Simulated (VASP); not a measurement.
Level of theory: LDA (Ceperley-Alder, Perdew-Zunger), VASP's LDA PAW potentials (set 64) (plane waves; VASP 6.6.1).

Input for VASP

POSCAR:
```
BAs
1
   -0.0000000000     2.2560500971     2.2560500971
    2.2560500971     0.0000000000     2.2560500971
    2.2560500971     2.2560500971     0.0000000000
B As
1 1
Direct
  0.0000000000   0.0000000000   0.0000000000
  0.2500000000   0.2500000000   0.2500000000
```

### INCAR
```
! general
SYSTEM   =  BAs
PREC     =  Accurate
ENCUT    =  620   ! plane-wave cut-off (eV)
LREAL    =  .False.   ! projection in real space or not
LASPH    =  .True.   ! aspherical one-centre terms

! electronic loop
EDIFF    =  1E-6
NELM     =  100   ! most electronic steps
ALGO     =  Normal   ! blocked Davidson
LMAXMIX  =  4

! smearing
ISMEAR   =  0
SIGMA    =  0.05

! ions
IBRION   =  2
NSW      =  40   ! most ionic steps
ISIF     =  3   ! ions, shape and volume
EDIFFG   =  -0.02   ! ionic stop
PSTRESS  =  300   ! kbar

! output
LWAVE    =  .False.
LCHARG   =  .False.
```

KPOINTS:
```
Automatic mesh
0
G
10 10 10
0 0 0
```

POTCAR, in this order: B As (LDA.64 set). Program: vasp_std.

Output

OSZICAR:
```
       N       E                     dE             d eps       ncg     rms          rms(c)
DAV:   1     0.158368678370E+02    0.15837E+02   -0.45681E+03   752   0.103E+03
DAV:   2    -0.133976749494E+02   -0.29235E+02   -0.28510E+02  1128   0.124E+02
DAV:   3    -0.137720615906E+02   -0.37439E+00   -0.37439E+00   888   0.185E+01
DAV:   4    -0.137726381398E+02   -0.57655E-03   -0.57655E-03  1080   0.694E-01
DAV:   5    -0.137726382852E+02   -0.14544E-06   -0.14544E-06   864   0.101E-02    0.644E+00
DAV:   6    -0.127779059367E+02    0.99473E+00   -0.27104E+00   792   0.922E+00    0.307E+00
DAV:   7    -0.126393139410E+02    0.13859E+00   -0.40596E-01  1048   0.386E+00    0.963E-01
DAV:   8    -0.126236077081E+02    0.15706E-01   -0.29148E-02   848   0.116E+00    0.152E-01
DAV:   9    -0.126236005673E+02    0.71408E-05   -0.61914E-04  1040   0.218E-01    0.855E-02
DAV:  10    -0.126235996921E+02    0.87519E-06   -0.11865E-04   784   0.703E-02    0.223E-02
DAV:  11    -0.126235997299E+02   -0.37820E-07   -0.27566E-06   984   0.150E-02
   1 F= -.83234172E+01 E0= -.83234172E+01  d E =-.832342E+01
```

File OUTCAR:
```
------------------------ aborting loop because EDIFF is reached ----------------------------------------
  FORCE on cell =-STRESS in cart. coord.  units (eV):
  Direction    XX          YY          ZZ          XY          YZ          ZX
  --------------------------------------------------------------------------------------
  Total        4.2708120      4.2708120      4.2708120      0.0000000      0.0000000     -0.0000000
  in kB      297.9509808    297.9509808    297.9509808      0.0000000      0.0000000     -0.0000000
  external PRESSURE =      -2.0490192 kB  Pullay stress =     300.0000000 kB
  volume of cell :       22.97
      direct lattice vectors                 reciprocal lattice vectors
     0.000000000  2.256050097  2.256050097    -0.221626284  0.221626284  0.221626284
     2.256050097  0.000000000  2.256050097     0.221626284 -0.221626284  0.221626284
     2.256050097  2.256050097  0.000000000     0.221626284  0.221626284 -0.221626284
  FREE ENERGIE OF THE ION-ELECTRON SYSTEM (eV)
  ---------------------------------------------------
  free  energy   TOTEN  =       -12.6235997299 eV

  energy  without entropy=      -12.6235997299  energy(sigma->0) =      -12.62359973
  enthalpy is  TOTEN    =        -8.3234172479 eV   P V=        4.3001824820

 reached required accuracy - stopping structural energy minimisation
```
(Selected blocks of OUTCAR.)

The compound is BAs in the zinc blende structure. It was relaxed first under an external pressure of 30 GPa.
